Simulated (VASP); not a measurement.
Here is the system:

```
CELL_PARAMETERS angstrom
      4.60882     0.00000     0.00000
     -2.30441     3.99136     0.00000
      0.00000     0.00000     5.58644
ATOMIC_POSITIONS crystal
  Ge 0.33333 0.66667 0.96624
  Ge 0.66667 0.33333 0.46624
  S  0.33333 0.66667 0.40876
  S  0.66667 0.33333 0.90876
```

All values below come from PBE GGA, VASP's PBE PAW potentials (set 64) (plane waves; VASP 6.6.1). Run with 400 eV cut-off, Gaussian smearing of 0.050 eV, potentials Ge_d S.

Problem. Give the energies of bands 13 to 23 at the high-symmetry points, in eV from the valence-band maximum.

Solution. 
| band | Γ | M | K | A | L | H |
|---|---|---|---|---|---|---|
| 13 | -7.67 | -8.20 | -7.91 | -6.99 | -8.60 | -8.72 |
| 14 | -5.11 | -7.44 | -7.91 | -6.99 | -8.60 | -8.72 |
| 15 | -4.72 | -4.95 | -5.34 | -3.30 | -3.89 | -4.49 |
| 16 | -3.99 | -4.67 | -4.39 | -3.30 | -3.89 | -4.49 |
| 17 | -3.99 | -3.89 | -4.39 | -3.30 | -2.79 | -2.35 |
| 18 | -2.54 | -2.80 | -3.25 | -3.30 | -2.79 | -2.35 |
| 19 | -2.46 | -2.30 | -0.46 | -1.80 | -0.93 | 0.00 |
| 20 | -2.46 | -0.63 | -0.46 | -1.80 | -0.93 | 0.00 |
| 21 | 1.07 | 2.42 | 2.55 | 1.67 | 1.49 | 1.46 |
| 22 | 1.07 | 3.00 | 2.55 | 1.67 | 1.49 | 1.46 |
| 23 | 2.94 | 3.49 | 2.78 | 1.67 | 3.14 | 2.30 |

The gap is indirect, 1.00 eV, from the valence maximum at H to the conduction minimum at K-Γ at 0.67.

The structure was generated: GeS was put into the wurtzite type (P6_3mc), which need not be its known phase. It was relaxed first, which changed the volume by +46 %.
